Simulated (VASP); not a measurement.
Data:

```xyz
1
Lattice="-2.8188 2.8188 2.8188 2.8188 -2.8188 2.8188 2.8188 2.8188 -2.8188" Properties=species:S:1:pos:R:3 pbc="T T T"
Rb     0.0000     0.0000     0.0000
```

Method: vdW-DF-cx, VASP's PBE PAW potentials (set 64) (plane waves; VASP 6.6.1). Run with 520 eV cut-off, Gaussian smearing of 0.050 eV, potentials Rb_sv.

### Question
Give the energies of bands 5 to 7 at the high-symmetry points, in eV from the Fermi level.

### Answer

| band | Γ | H | N | P |
|---|---|---|---|---|
| 5 | -2.02 | 1.21 | 0.22 | 1.27 |
| 6 | 3.72 | 1.21 | 0.74 | 1.27 |
| 7 | 3.72 | 3.28 | 2.59 | 1.27 |

It has no gap at this level: it comes out as a metal or semimetal.

The compound is Rb in the bcc structure. It was relaxed first.
